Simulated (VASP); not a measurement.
GaP (zinc blende):

```
GaP
1.0
    0.00000     2.72500     2.72500
    2.72500     0.00000     2.72500
    2.72500     2.72500     0.00000
Ga P
1 1
Direct
  0.00000   0.00000   0.00000
  0.25000   0.25000   0.25000
```

The lowest empty band near the point 0.84 of the way from Γ to X, direction across the valley's axis, from mBJ (TB09) with spin-orbit coupling in VASP (PAW); its two spin partners are averaged. The gap over the points computed is 2.35 eV, and the next band on that side lies 0.60 eV away at the edge.

Numerical set-up: 400 eV cut-off, 9×9×9 Γ-centred mesh, Gaussian smearing of 0.050 eV, potentials Ga_d P.

```tsv
distance from the edge in k (1/Å)	distance in energy (meV)
0.025	9.4
0.035	18.5
0.050	37.6
0.070	73.5
```

Question: Fit E(1 + αE) = ħ²k²/2m* (ħ²/2m0 = 3.810 eV Å²) and predict the row at 0.095 1/Å.

Answer: The rows don't resolve α, so a parabola serves: the electron mass is m* = 0.254 m0, and so 135.5 meV. The run gave 134.2 meV, -1.3 meV from the fit.

Left out are points under 3 meV from the edge, since the levels carry 0.1 meV, and points farther than half the way to the next band.

The compound is GaP in the zinc blende structure. The cell was not relaxed at this level.
